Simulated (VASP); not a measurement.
A cell of N (space group P6_3/mmc) near equilibrium:

```
N
1.0
    3.71589     0.00000     0.00000
   -1.85795     3.21806     0.00000
    0.00000     0.00000     7.37584
N
4
Direct
  0.33333   0.66667   0.32506
  0.66667   0.33333   0.67494
  0.66667   0.33333   0.82506
  0.33333   0.66667   0.17494
```

All values below come from r2SCAN meta-GGA, VASP's PBE PAW potentials (set 64) (plane waves; VASP).

```tsv
run	ΔE (meV/atom)	σxx	σyy	σzz	largest shear component, with its sign (GPa)	largest force (eV/Å)	gap (eV)
as it is	0.0	0.12	0.12	-0.27	0.00	0.130	7.57
after one change	47.6	0.15	0.15	23.77	0.00	5.820	7.88
```
Stress is in GPa, positive when the cell is compressed; gaps are those on the k-mesh, and 0.00 means metallic.

Name the change that produced these shifts.
A) atom 4 (N) moved by 0.100 Å along z
B) uniaxial strain of -3.0 % along z
C) atom 3 (N) moved by 0.100 Å along z
D) isotropic strain of +1.0 %

B, uniaxial strain of -3.0 % along z

The structure comes from a computed database's N entry (P6_3/mmc); how it stands against other phases isn't given here.
